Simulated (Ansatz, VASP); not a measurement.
# Sn8Se7S (SnS0.1Se0.9, orthorhombic layered): VASP beside Ansatz, part 2 of 2

One calculation is typed for both programs; each brings its own data sets. How far apart do they land? The cell is invented: As first built, before any earlier steps moved the atoms (in the runner's words): 1x2x2 conventional cells of the SnSe type (32 atoms: 2 S, 14 Se, 16 Sn); Se/S share their sites, the best of 600 random draws by like-pair counts in two shells; start lattice by linear mixing of the end members' cells; atoms moved at random by 0.02 A. It may not be a known or stable phase. The structure shown is the start of the Ansatz relaxation below; VASP solves that cell, so the two are compared at the walk's first step.

VASP 6.6.1 and Ansatz 0.2.0.

So far: Starting point; Ansatz: relaxation, LDA.

## (3) VASP: single point, LDA, start cell

Level of this step: LDA; plane waves and PAW (S, Se, Sn_d); invented cell (VASP).

The same cell, functional (in two slightly different forms), mesh and smearing now go to VASP, with its own data sets.

Lines of VASP's logs that name or quote its potential files are left out, and so is its time.

Contents of INCAR:

```
SYSTEM = Sn8Se7S
PREC = Accurate
ENCUT = 400
EDIFF = 1E-06
NELM = 120
ISMEAR = -1
SIGMA = 0.01
LREAL = Auto
ALGO = Normal
GGA = CA
NBANDS = 188
LORBIT = 11
LWAVE = .FALSE.
LCHARG = .FALSE.
ISIF = 2
ISYM = 0
LASPH = .TRUE.
GGA_COMPAT = .FALSE.
EFERMI = MIDGAP
KPAR = 4
```

Contents of POSCAR:

```
Sn8Se7S
1.0
   11.3980000000      0.0000000000      0.0000000000
    0.0000000000      8.3394000000      0.0000000000
    0.0000000000      0.0000000000      8.8948000000
S Se Sn
2 14 16
Direct
    0.1383225127      0.8764539415      0.7574425507
    0.8543604141      0.6266757800      0.7418941404
    0.3621775750      0.1196728781      0.0061946306
    0.1430865064      0.3740796700      0.2594549624
    0.8585629058      0.1261481641      0.2421527184
    0.6417792595      0.3754346836      0.4940077349
    0.3572117915      0.1199726599      0.5118046499
    0.1421301983      0.3771254527      0.7568916670
    0.8588962976      0.1242175696      0.7453568377
    0.6452974206      0.3734561239      0.9854521743
    0.3576241446      0.6226347219      0.0102194541
    0.1436743288      0.8741156438      0.2558798399
    0.8555185120      0.6285344269      0.2441763727
    0.6426302860      0.8757944217      0.4940751900
    0.3566766099      0.6206801449      0.5117484373
    0.6424372697      0.8735400628      0.9920852633
    0.1213283032      0.1224068878      0.0460156496
    0.3757676785      0.3760462383      0.2964316230
    0.6264871030      0.1243854474      0.2047263570
    0.8760659765      0.3778928940      0.4556257589
    0.1236971398      0.1295776675      0.5461955300
    0.3775135989      0.3718972588      0.7916085803
    0.6221266889      0.1252847927      0.7020843639
    0.8753465520      0.3768616447      0.9532648289
    0.1220126338      0.6242295609      0.0430813509
    0.3785488682      0.8784804662      0.2978931511
    0.6257413581      0.6203204067      0.2065926159
    0.8768117214      0.8783725448      0.4530961910
    0.1244779786      0.6293498333      0.5469600216
    0.3773030356      0.8747152073      0.7967913837
    0.6227583787      0.6223349402      0.7060304897
    0.8800315845      0.8760942034      0.9570648019
```

Contents of KPOINTS:

```
Points of the shifted mesh
8
Reciprocal
 0.2500000000  0.2500000000  0.2500000000 1
 0.2500000000  0.2500000000  0.7500000000 1
 0.2500000000  0.7500000000  0.2500000000 1
 0.2500000000  0.7500000000  0.7500000000 1
 0.7500000000  0.2500000000  0.2500000000 1
 0.7500000000  0.2500000000  0.7500000000 1
 0.7500000000  0.7500000000  0.2500000000 1
 0.7500000000  0.7500000000  0.7500000000 1
```

PAW data sets: S, Se and Sn_d (LDA family, release 64).

The run is started by

```bash
$ mpirun -np 4 vasp_std
```

Numbers of over 12 decimals in the logs are rounded to 6 here.

Log:

```text
[banner, memory and clock lines left out]
running    4 mpi-ranks, on    1 nodes
[...]
LDA part: xc-table for (Slater(with rela. corr.)+CA(PZ))
 , standard interpolation
 POSCAR, INCAR and KPOINTS ok, starting setup
[...]
entering main loop
       N       E                     dE             d eps       ncg     rms          rms(c)
DAV:   1     0.407962250787E+04    0.40796E+04   -0.11592E+05  3016   0.189E+03
DAV:   2     0.717279938999E+03   -0.33623E+04   -0.32946E+04  3008   0.570E+02
DAV:   3    -0.588124372614E+02   -0.77609E+03   -0.73355E+03  3360   0.228E+02
DAV:   4    -0.151237160395E+03   -0.92425E+02   -0.89319E+02  3512   0.735E+01
[...]
DAV:  13    -0.152630158994E+03   -0.29740E-05   -0.67599E-05  4152   0.314E-02    0.154E-02
DAV:  14    -0.152630152370E+03    0.66243E-05   -0.30948E-05  3448   0.168E-02    0.368E-03
DAV:  15    -0.152630152801E+03   -0.43196E-06   -0.54353E-06  2600   0.703E-03
   1 F= -.15263015E+03 E0= -.15263015E+03  d E =0.000000E+00
```

OUTCAR, selected parts (step 3):

```text
  Total       -5.5296950    -15.1203120    -15.2319872      0.0981087      0.5921028     -0.5037730
  in kB      -10.4788137    -28.6531050    -28.8647303      0.1859167      1.1220392     -0.9546536
  external PRESSURE =     -22.6655496 kB  Pullay stress =       0.0000000 kB

 POSITION                                       TOTAL-FORCE (eV/Angst)
 -----------------------------------------------------------------------------------
      1.57660      7.30910      6.73730         0.571728     -0.047177     -0.278129
      9.73800      5.22610      6.59900        -0.263079     -0.045065      0.355705
      4.12810      0.99800      0.05510        -0.230951      0.143696      0.051972
      1.63090      3.11960      2.30780        -0.264885     -0.031518     -0.081446
      9.78590      1.05200      2.15390         0.253166      0.057211     -0.051549
      7.31500      3.13090      4.39410        -0.114153     -0.013066     -0.081788
      4.07150      1.00050      4.55240         0.176762      0.160700     -0.031035
      1.62000      3.14500      6.73240        -0.060089     -0.033754      0.052391
      9.78970      1.03590      6.62980         0.009412      0.019559     -0.063395
      7.35510      3.11440      8.76540        -0.397352      0.047953      0.248736
      4.07620      5.19240      0.09090         0.064868     -0.046181     -0.129478
      1.63760      7.28960      2.27600        -0.133943     -0.021848      0.049502
      9.75120      5.24160      2.17190         0.399841     -0.103762     -0.018566
      7.32470      7.30360      4.39470        -0.144473     -0.047556     -0.077284
[...]
-----------------------------------------------------------------------------------
    total drift:                                0.004116      0.005010      0.012267

  FREE ENERGIE OF THE ION-ELECTRON SYSTEM (eV)
  ---------------------------------------------------
  free  energy   TOTEN  =      -152.6301528015 eV

  energy  without entropy=     -152.6301528015  energy(sigma->0) =     -152.63015280

[... 3 further parts left out ...]
[key lines of the parts left out:]
E-fermi :   5.7106
```

The run ends at a pressure of -2.27 GPa, with forces up to 0.64 eV/Å.

## (4) Differences

Known differences besides the potentials themselves: the two LDA forms differ slightly; the data sets hold 460 valence electrons in Ansatz (on its default PAW (the set named soft_2) files) and 320 in VASP; the cutoff is 420 eV in Ansatz and 400 eV in VASP (PREC = Accurate, projectors in real space); VASP's log shows a relativistic correction to its local exchange, Ansatz's none. Total energies have different zeros and are not compared.

Forces on 9 of the 32 atoms, those with the largest forces and the largest differences (eV/Å; atoms numbered as in POSCAR):

| atom | Ansatz x, y, z | VASP x, y, z |
| --- | --- | --- |
| S1 | 0.576, -0.047, -0.284 | 0.572, -0.047, -0.278 |
| Sn18 | 0.274, -0.026, 0.049 | 0.302, -0.029, 0.034 |
| Sn19 | -0.374, -0.040, -0.172 | -0.405, -0.039, -0.159 |
| Sn21 | -0.288, -0.356, 0.285 | -0.315, -0.363, 0.273 |
| Sn24 | 0.392, 0.289, -0.367 | 0.422, 0.295, -0.356 |
| Sn27 | -0.462, 0.085, -0.209 | -0.493, 0.085, -0.196 |
| Sn29 | -0.379, 0.286, 0.330 | -0.406, 0.293, 0.318 |
| Sn30 | -0.484, -0.085, -0.002 | -0.472, -0.087, -0.022 |
| Sn32 | -0.006, -0.302, -0.442 | 0.020, -0.307, -0.432 |

The forces differ by 15 meV/Å r.m.s., which is 7.0 % of the r.m.s. force of 0.209 eV/Å (both taken over all components).

## (5) Further runs

Further runs change the set-up of one program: Ansatz's method, potentials or start, or VASP's data sets, cutoff or form of LDA. The table gives that difference for each run.

| run | r.m.s. force difference (meV/Å) |
| --- | --- |
| as above | 15 |
| VASP with a cutoff of 500 eV (perhaps on Ansatz's relaxed cell) | 14 |

## (6) Outcome

* r.m.s. force difference (single point, LDA, start cell): 7.0 % of the r.m.s. force

What this shows: The r.m.s. force difference is 7.0 % of the r.m.s. force (single point, LDA, start cell), beyond the 3 % picked in this series as the mark of a large difference. The data sets hold unlike numbers of valence electrons (460 in Ansatz and 320 in VASP), so part of the differences comes from the potentials. How closely two codes agree says nothing of how well the functional describes the real material.

[Lines on the potential files, build, host, timing and source positions are cut from VASP's logs without a mark.]

[Logs are printed without paths, hosts, clocks, repeated set-up lines and the standing remarks that a program may print on its own settings, such as how far it seeks lower states.]

[Hosts, paths, dates, database ids (printed as entryN), source tags and the programs' standing remarks are cut or masked in the printed files.]

[Rows of further runs with another cutoff or data set may stand on the cell that Ansatz relaxed, not on the start cell of the pair above them.]
